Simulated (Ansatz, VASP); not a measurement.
# Al (Al(100)): VASP beside Ansatz

One calculation is typed for both programs; each brings its own data sets. How far apart do they land? The structure shown is the start of the Ansatz relaxation below; VASP solves that cell, so the two are compared at the walk's first step.

Method: plane waves, with VASP 6.6.1 beside it; single point at PBE with D3(BJ), in Ansatz 0.2.0.

**1. Set-up**

The cell holds 4 atoms: 4 Al. Cell: a = 2.864 Å, b = 2.864 Å, c = 24.075 Å, α = 90.0°, β = 90.0°, γ = 90.0°. Vacuum lies along c.

**2. Ansatz: relaxation, PBE with D3(BJ)**

Ansatz runs on its default PAW (the set named soft_2) files.

The two programs are compared at the cell with which this relaxation starts, whose forces are those of its first step.

input.yaml

```yaml
crystal:
  lattice:
    - [2.8637824638, 0.0, 0.0]
    - [0.0, 2.8637824638, 0.0]
    - [0.0, 0.0, 24.075]
  atoms:
    - { symbol: Al, position: [0.5, 0.5, 0.3738317757] }
    - { symbol: Al, position: [0.0, 0.0, 0.4579439252] }
    - { symbol: Al, position: [0.5, 0.5, 0.5420560748] }
    - { symbol: Al, position: [0.0, 0.0, 0.6261682243] }
kpoints:
  mp_grid: { grid: [10, 10, 1] }
hamiltonian:
  xc: pbe
  dispersion: d3bj
scf:
  occupations: { method: fermi_dirac, width: 0.1 }
  convergence: { dr2_threshold: 1.0e-08 }
efield:
  axis: 3
  dipole_correction: true
  ramp_position: 0.97
  ramp_width: 0.06
relax:
  f_tol: 0.02
  max_steps: 60
  constraints: [{ sites: [0, 1] }]
output:
  write_potential: true
  write_density: true
  volumetric_format: npy
```

On the command line:

```sh
$ ansatz run input.yaml --threads 4 --pin off --max-ram 6144MiB --backend cpu --events-out ev --progress --plain --runs-dir out
```

Numbers of over 12 decimals in the logs are rounded to 6 here.

The program printed:

```text
Engine: ansatz 0.2.0, aarch64-unknown-linux-gnu
Pseudopotentials: kind: paw
Pseudopotential: Al, paw, valence charge 3, recommended cutoff 420 eV (normal), Al.paw.azcp
Functional definition: PBE
  parameter kappa = 0.804
  parameter beta = 0.066725
  exchange = pbe_x(kappa = kappa, mu = beta*pi^2/3)
  correlation = pbe_c(beta = beta)
Crystal: 4 atoms, lattice volume = 197.445 Å³
Basis set: ecut = 420 eV, 3877 PW (Γ), exchange–correlation on 40×40×324 points (8 copies of the dense FFT grid, shifted against one another)
Bands: 10, of which v1, the nominal top of the filled ones, is band 6 counted from 1 (5 counted from 0)
Symmetry: 8 space group operations
k-points: 21 of 100
Non-local potential: Al, projectors of the file, l = 0: 2, l = 1: 2, l = 2: 1
PAW form: soft (Blöchl's): semilocal exchange-correlation on the pseudo side does not see the compensation charge
PAW one-centre angular grid: Al, 110 points (default); XC on 64 Gauss nodes
Initial density: superposition of atomic densities (neutral atoms: chi_scale 0, normalization atom), corrected by the library's trained network
Initial wavefunctions: pseudopotential atomic-orbital guess
Functional: x = pbe(κ = 0.804, μ = 0.219515), c = pbe(β = 0.066725)
SCF iter   1: F=—  HF=-2149.981487 eV  |F-HF|=—  |Δ(HF+E_count)|=         —  Δρ=1.17e-3  dr2=6.88e-3  ethr=1.77e-3  p=0.000 e·Å  D=4.85e-14 V/Å  ΔV_dip=-0.00 eV  dr2_dipole=2.43e-11  V_vac-E_F(+/−)=4.18/4.18 eV  ⟨swp⟩=8.0  Hψ=1869  notcnv=0
efield: sawtooth ramp at fractional position 0.9700 (set: `efield.ramp_position`, or a place that a band, a saddle search or an elastic batch's reference lends), width 0.0600; the density the first Hamiltonian is built on has a dipole p = 0.000 e·Å; the dipole correction subtracts the counter field D = 4.85e-14 V/Å, which shifts the + side's vacuum level by -0.00 eV against the − side's; the planar-averaged density in the ramp window peaks in size at 7.4e-6 e/Å³
preconditioner: auto → LDOS  [metal: Δε(μ)=0.082 eV  Ē_g=6.208 eV  σ=0.100 eV  W_gap=0.20  n_scr=12 (ndim 8)  ℏωp=9.2 eV  f_vac=0.539  D(μ)=2.20/eV (n_scr^D=10)  β→1.0]
SCF iter   2: F=—  HF=-2149.980927 eV  |F-HF|=—  |Δ(HF+E_count)|=   5.60e-4  Δρ=3.01e-4  dr2=2.23e-4  ethr=5.73e-5  p=0.000 e·Å  D=1.54e-5 V/Å  ΔV_dip=-0.00 eV  dr2_dipole=4.74e-10  V_vac-E_F(+/−)=4.35/4.35 eV  ⟨swp⟩=2.4  Hψ=510  notcnv=0
SCF iter   3: F=—  HF=-2149.981119 eV  |F-HF|=—  |Δ(HF+E_count)|=   1.92e-4  Δρ=9.38e-5  dr2=6.22e-5  ethr=1.86e-6  p=0.000 e·Å  D=9.18e-7 V/Å  ΔV_dip=-0.00 eV  dr2_dipole=4.36e-13  V_vac-E_F(+/−)=4.35/4.35 eV  ⟨swp⟩=2.4  Hψ=387  notcnv=0
SCF iter   4: F=—  HF=-2149.981293 eV  |F-HF|=—  |Δ(HF+E_count)|=   1.74e-4  Δρ=2.94e-5  dr2=1.97e-6  ethr=5.18e-7  p=0.000 e·Å  D=1.50e-6 V/Å  ΔV_dip=-0.00 eV  dr2_dipole=3.61e-11  V_vac-E_F(+/−)=4.35/4.35 eV  ⟨swp⟩=2.6  Hψ=340  notcnv=0
SCF iter   5: F=—  HF=-2149.981296 eV  |F-HF|=—  |Δ(HF+E_count)|=   3.15e-6  Δρ=4.03e-6  dr2=7.98e-8  ethr=1.64e-8  p=0.000 e·Å  D=4.32e-7 V/Å  ΔV_dip=-0.00 eV  dr2_dipole=1.45e-12  V_vac-E_F(+/−)=4.35/4.35 eV  ⟨swp⟩=2.5  Hψ=386  notcnv=0
SCF iter   6: F=-2149.981296 eV  HF=-2149.981296 eV  |F-HF|=6.94e-9  |Δ(HF+E_count)|=   8.29e-8  Δρ=5.83e-7  dr2=2.88e-9  ethr=8.33e-11  p=-0.000 e·Å  D=-3.86e-8 V/Å  ΔV_dip=0.00 eV  dr2_dipole=1.35e-13  V_vac-E_F(+/−)=4.34/4.34 eV  ⟨swp⟩=10.0  Hψ=1476  notcnv=0
SCF 1 converged in 6 iterations: F = -2149.981296 eV  dr2 = 2.88e-9
  greatest PAW one-centre occupation: 0.476 electrons in one spin orbital (limit 2), on the Al atom at site 3 (counted from 0), in its partial waves of l = 0
relax step   1: F+E_penalty+E_count = -2149.98129624 eV  Δ(F+E_penalty+E_count) = +0.000e0 eV  max|allowed force component| = 8.636e-2 eV/Å  Δτ_max = 0.0000 Å  (6 SCF iters, accepted)
[...]
relax step   2: F+E_penalty+E_count = -2149.98533614 eV  Δ(F+E_penalty+E_count) = -4.040e-3 eV  max|allowed force component| = 3.616e-2 eV/Å  Δτ_max = 0.1078 Å  (8 SCF iters, accepted)
[...]
relax step   3: F+E_penalty+E_count = -2149.98627709 eV  Δ(F+E_penalty+E_count) = -9.410e-4 eV  max|allowed force component| = 6.455e-3 eV/Å  Δτ_max = 0.0363 Å  (6 SCF iters, accepted)
NSCF: frozen V_eff on 21 k-points
the search or the solves at the SCF's close seem to have found levels that the self-consistency loop had missed (the run counts 1). By its estimate they hold under 1e-12 electrons; where the run keeps them, the occupations were computed again with them
WARN: The output density's exchange-correlation potential varies sharply where the density is thin. Do not read a vacuum level from v_tot or v_xc, or from such a field of the output density. On a cell that repeats whose density bears no net charge and no dipole along the vacuum's axis use v_es (v_loc + v_h of the components); under efield.dipole_correction with no amplitude use v_es + v_field, which holds any externa [...]
SCF converged after 6 iterations
Free energy (F): -2149.986277 eV
Harris-Foulkes:  -2149.986277 eV  (|F-HF|=3.61e-9)
Internal energy: -2149.915924 eV  (E = F + TS)
E sigma→0 (E₀):  -2149.951101 eV
Entropy (-TS):   -0.070353 eV (-17.588 meV/atom)
Fermi energy:    -0.164806 eV
Dipole field:    D = 0.000317 V/Å  (p = 0.000345 e·Å, saw-weighted, corrected)
Work function:   Φ+ = 4.3286 eV   Φ− = 4.3362 eV
Levels:          The Fermi level and band energies are counted from a zero that moves with the ramp; work functions are not
--- Per-component energies (eV) ---
  E_band       = -50.390255
  E_kinetic    = 85.347508
  E_local      = -2729.842386  (includes V_loc(G=0)·N_el)
  E_nonlocal   = 41.889543
  E_hartree    = 1339.073583
  E_xc         = -155.706452
  E_vxc        = -111.483236  (∫ρ·V_xc dr)
  E_paw        = -1869.089918  (= ΣΔE_a)
  E_vpaw       = -14.448356  (= ΣTr[D̂ρ^β])
  E_aug_tail   = -0.000009  (compensation charges beyond the density's cutoff)
  E_efield     = 0.000000  (sawtooth field / dipole correction)
  E_vefield    = -0.000111  (∫n·V_field dr)
  E_ewald      = 1139.361321
  E_disp       = -0.949113  (pairwise vdW)
  E_smearing   = -0.070353  (= −TS)
  E_closure    = -0.000000  (closes the sum)
  Σ components = -2149.986277   (vs F -2149.986277, Δ=0.00e0)
--- Forces (eV/Å), atoms counted from 1 ---
  atom   1  Al    -0.00000000     0.00000000    -0.08383995
  atom   2  Al     0.00000000     0.00000000     0.07377988
  atom   3  Al    -0.00000000     0.00000000     0.00645466
  atom   4  Al    -0.00000000     0.00000000     0.00360391
  max |Σ_I F_I| component: 1.50e-6 eV/Å
--- Band table (eV; the first three rows and the last of 21) ---
  k-point 0: bands = ["-10.7238", "-9.3770", "-7.2350", "-4.4676", "-2.1451", "1.2367", "3.2702", "4.1360", "4.3839", "5.5600"]
  k-point 1: bands = ["-10.5440", "-9.1986", "-7.0585", "-4.2919", "-1.9779", "1.3978", "3.0798", "3.4423", "4.2926", "4.3179"]
  k-point 2: bands = ["-10.0059", "-8.6647", "-6.5302", "-3.7672", "-1.4787", "0.3203", "1.6005", "1.9432", "3.6665", "3.9917"]
  k-point 20: bands = ["-2.5786", "-2.5786", "-1.3398", "-1.3398", "-1.2707", "-1.2470", "0.1230", "0.1447", "0.6771", "0.6771"]
--- Relaxed structure (3 steps of the walk, 3 accepted, 0 SCFs on fresh bases) ---
  F+E_penalty+E_count = -2149.98627709 eV   max|allowed force component| = 6.455e-3 eV/Å
  atoms:
    - { symbol: Al, position: [0.5, 0.5, 0.373832] }
    - { symbol: Al, position: [0.0, 0.0, 0.457944] }
    - { symbol: Al, position: [0.5, 0.5, 0.543951] }
    - { symbol: Al, position: [0, 0.0, 0.629138] }
```

**3. VASP: single point, PBE with D3(BJ), start cell**

The same cell, functional, mesh and smearing now go to VASP, with its own data sets.

Lines of VASP's logs that name or quote its potential files are left out, and so is its time.

INCAR

```
SYSTEM = Al
PREC = Accurate
ENCUT = 400
EDIFF = 1E-06
NELM = 120
ISMEAR = -1
SIGMA = 0.1
LREAL = .FALSE.
ALGO = Normal
GGA = PE
IVDW = 12
NBANDS = 12
LORBIT = 11
LWAVE = .FALSE.
LCHARG = .FALSE.
ISIF = 2
LDIPOL = .TRUE.
IDIPOL = 3
DIPOL = 0.5 0.5 0.5
LVHAR = .TRUE.
LASPH = .TRUE.
GGA_COMPAT = .FALSE.
NELMDL = -8
```

POSCAR

```
Al
1.0
    2.8637824638      0.0000000000      0.0000000000
    0.0000000000      2.8637824638      0.0000000000
    0.0000000000      0.0000000000     24.0750000000
Al
4
Direct
    0.4999999190      0.4999999190      0.3738317757
    0.9999999190      0.9999999190      0.4579439252
    0.4999999190      0.4999999190      0.5420560748
    0.9999999190      0.9999999190      0.6261682243
```

KPOINTS

```
Automatic mesh
0
Gamma
10 10 1
0 0 0
```

PAW data sets: Al (PBE family, release 64).

On the command line:

```sh
$ mpirun -np 1 vasp_std
```

The program printed:

```text
[banner, memory and clock lines left out]
running    1 mpi-ranks, on    1 nodes
 distrk:  each k-point on    1 cores,    1 groups
 distr:  one band on    1 cores,    1 groups

 POSCAR found type information on POSCAR Al
 POSCAR found :  1 types and       4 ions
 LDA part: xc-table for (Slater+PW92), standard interpolation
 POSCAR, INCAR and KPOINTS ok, starting setup
 FFT: planning ... GRIDC
 FFT: planning ... GRID_SOFT
 FFT: planning ... GRID
 WAVECAR not read
 entering main loop
       N       E                     dE             d eps       ncg     rms          rms(c)
DAV:   1     0.291810377392E+02    0.29181E+02   -0.33918E+03   504   0.571E+02
DAV:   2    -0.127604426494E+02   -0.41941E+02   -0.39190E+02   720   0.100E+02
DAV:   3    -0.145469085778E+02   -0.17865E+01   -0.17374E+01   672   0.209E+01
DAV:   4    -0.146008631964E+02   -0.53955E-01   -0.53907E-01   740   0.482E+00
DAV:   5    -0.146045628198E+02   -0.36996E-02   -0.36994E-02   832   0.109E+00
DAV:   6    -0.146046548809E+02   -0.92061E-04   -0.92061E-04   840   0.148E-01
DAV:   7    -0.146046576934E+02   -0.28125E-05   -0.28123E-05   828   0.227E-02
DAV:   8    -0.146046578087E+02   -0.11533E-06   -0.11544E-06   620   0.420E-03    0.284E+00
DAV:   9    -0.140954220847E+02    0.50924E+00   -0.20286E+00   536   0.543E+00    0.158E+00
DAV:  10    -0.140273372291E+02    0.68085E-01   -0.22971E-01   568   0.233E+00    0.875E-01
DAV:  11    -0.140005765267E+02    0.26761E-01   -0.79567E-02   624   0.128E+00    0.243E-01
DAV:  12    -0.139987686786E+02    0.18078E-02   -0.13652E-02   596   0.590E-01    0.148E-01
DAV:  13    -0.139971653655E+02    0.16033E-02   -0.36919E-03   612   0.302E-01    0.589E-02
DAV:  14    -0.139967520463E+02    0.41332E-03   -0.13999E-03   600   0.181E-01    0.352E-02
[...]
DAV:  18    -0.139977174228E+02   -0.74240E-04   -0.80028E-06   584   0.146E-02    0.621E-03
DAV:  19    -0.139977667034E+02   -0.49281E-04   -0.34240E-06   516   0.772E-03    0.187E-03
DAV:  20    -0.139977778154E+02   -0.11112E-04   -0.24559E-06   560   0.620E-03    0.957E-04
DAV:  21    -0.139977862650E+02   -0.84496E-05   -0.63966E-07   476   0.318E-03    0.694E-04
DAV:  22    -0.139977968912E+02   -0.10626E-04   -0.69016E-07   488   0.207E-03    0.443E-04
DAV:  23    -0.139978000764E+02   -0.31852E-05   -0.65332E-08   420   0.836E-04    0.221E-04
DAV:  24    -0.139978021350E+02   -0.20586E-05   -0.97281E-08   404   0.752E-04    0.109E-04
DAV:  25    -0.139978022777E+02   -0.14267E-06   -0.51095E-09   408   0.291E-04
   1 F= -.14954861E+02 E0= -.14918229E+02  d E =-.732649E-01
```

Parts of OUTCAR (step 3):

```text
ion  position               nearest neighbor table
   1  0.500  0.500  0.374-   2 2.86   2 2.86   2 2.86   2 2.86
   2  1.000  1.000  0.458-   1 2.86   1 2.86   1 2.86   1 2.86   3 2.86   3 2.86   3 2.86   3 2.86

  LATTYP: Found a simple tetragonal cell.
 ALAT       =     2.8637824638
 C/A-ratio  =     8.4067139541

 Subroutine GETGRP returns: Found 16 space group operations
 (whereof  8 operations were pure point group operations)

The static configuration has the point symmetry C_4v.
 The point group associated with its full space group is D_4h.

 Found     21 irreducible k-points:

   k-points           NKPTS =     21   k-points in BZ     NKDIM =     21   number of bands    NBANDS=     12

   dimension x,y,z NGX =    20 NGY =   20 NGZ =  160
   dimension x,y,z NGXF=    40 NGYF=   40 NGZF=  320

   ENCUT  =  400.0 eV  29.40 Ry    5.42 a.u.   4.67  4.67 39.26*2*pi/ulx,y,z

   NELECT =      12.0000    total number of electrons

 k-points in reciprocal lattice and weights: Automatic mesh
   0.00000000  0.00000000  0.00000000       0.010
   0.10000000  0.00000000  0.00000000       0.040
   0.20000000  0.00000000  0.00000000       0.040
   0.30000000  0.00000000  0.00000000       0.040
   0.40000000  0.00000000  0.00000000       0.040
   0.50000000  0.00000000  0.00000000       0.020
   0.10000000  0.10000000  0.00000000       0.040
   0.20000000  0.10000000  0.00000000       0.080
   0.30000000  0.10000000  0.00000000       0.080
[...]
0.50000000  0.40000000  0.00000000       0.040
   0.50000000  0.50000000  0.00000000       0.010

 dipolmoment           0.000000      0.000000      0.000000 electrons x Angstroem

 average (electrostatic) potential at core
       1 -80.7642       2 -80.8693       3 -80.8693       4 -80.7642

 E-fermi :  -0.1560

 k-point     1 :       0.0000    0.0000    0.0000
  band No.  band energies     occupation
      1     -10.8183      2.00000
      2      -9.3935      2.00000
      3      -7.2458      2.00000
      4      -4.4148      2.00000
      5      -2.0946      2.00000
      6       1.3424      0.00000
      7       3.3273      0.00000
      8       4.1879      0.00000
      9       4.4196      0.00000
     10       5.5027      0.00000
    ...

 k-point     2 :       0.1000    0.0000    0.0000
  band No.  band energies     occupation
      1     -10.6384      2.00000
      2      -9.2150      2.00000
      3      -7.0693      2.00000
      4      -4.2393      2.00000
      5      -1.9274      2.00000
      6       1.5003      0.00000
      7       2.9983      0.00000
      8       3.4995      0.00000
      9       4.2918      0.00000
     10       4.3700      0.00000
    ...

 k-point     3 :       0.2000    0.0000    0.0000
  band No.  band energies     occupation
      1     -10.1001      2.00000
      2      -8.6809      2.00000
      3      -6.5411      2.00000
      4      -3.7152      2.00000
      5      -1.4285      1.99999
      6       0.2311      0.04082
      7       1.5924      0.00000
      8       2.0518      0.00000
      9       3.6599      0.00000
     10       4.0490      0.00000
    ...

 Edisp (eV)   -0.95706

  Total      -3.23102    -3.23102     0.64618     0.00000     0.00000     0.00000
  in kB     -26.21829   -26.21829     5.24345     0.00000     0.00000     0.00000
  external pressure =      -15.73 kB  Pullay stress =        0.00 kB

  energy-cutoff  :      400.00
  volume of cell :      197.45
      direct lattice vectors                 reciprocal lattice vectors
     2.863782464  0.000000000  0.000000000     0.349188534  0.000000000  0.000000000
     0.000000000  2.863782464  0.000000000     0.000000000  0.349188534  0.000000000
     0.000000000  0.000000000 24.075000000     0.000000000  0.000000000  0.041536864

 POSITION                                       TOTAL-FORCE (eV/Angst)
 -----------------------------------------------------------------------------------
      1.43189      1.43189      9.00000         0.000000      0.000000     -0.086148
      2.86378      2.86378     11.02500         0.000000      0.000000     -0.068113
      1.43189      1.43189     13.05000         0.000000      0.000000      0.068113
      2.86378      2.86378     15.07500         0.000000     -0.000000      0.086148
 -----------------------------------------------------------------------------------
    total drift:                               -0.000017     -0.000017      0.000009

  FREE ENERGIE OF THE ION-ELECTRON SYSTEM (eV)
  ---------------------------------------------------
  free  energy   TOTEN  =       -14.9548609456 eV

  energy  without entropy=      -14.8815960803  energy(sigma->0) =      -14.91822851

 vacuum level on the upper side and lower side of the slab         4.191         4.191

 total charge
# of ion       s       p       d       tot
------------------------------------------
    1        0.468   0.294   0.000   0.762
    2        0.428   0.337   0.000   0.765
    3        0.428   0.337   0.000   0.765
    4        0.468   0.294   0.000   0.762
--------------------------------------------------
tot          1.792   1.262   0.000   3.054

[... 3 further parts left out ...]
```

**4. Comparison**

Known differences besides the potentials themselves: the cutoff is 420 eV in Ansatz and 400 eV in VASP. Total energies have different zeros and are not compared.

Forces (eV/Å; atoms numbered as in POSCAR):

```tsv
atom	Ansatz x, y, z	VASP x, y, z
Al1	0.000, 0.000, -0.086	0.000, 0.000, -0.086
Al2	0.000, 0.000, -0.068	0.000, 0.000, -0.068
Al3	0.000, 0.000, 0.068	0.000, 0.000, 0.068
Al4	0.000, 0.000, 0.086	0.000, 0.000, 0.086
```

The forces differ by 0.1 meV/Å r.m.s., which is 0.3 % of the r.m.s. force of 0.045 eV/Å (both taken over all components). With vacuum in the cell, a pressure given here is an average over mostly empty space and none of the material.

**5. Results**

```
r.m.s. force difference (single point, PBE with D3(BJ), start cell) : 0.12 meV/Å
```

In words: The r.m.s. force difference is 0.12 meV/Å (single point, PBE with D3(BJ), start cell), within the 12 meV/Å picked in this series as the mark of a large difference. 1 further run of this series is not shown here. How closely two codes agree says nothing of how well the functional describes the real material.

[Lines on the potential files, build, host, timing and source positions are cut from VASP's logs without a mark.]

[Logs are printed without paths, hosts, clocks, repeated set-up lines and the standing remarks that a program may print on its own settings, such as how far it seeks lower states.]

[Hosts, paths, dates, database ids (printed as entryN), source tags and the programs' standing remarks are cut or masked in the printed files.]
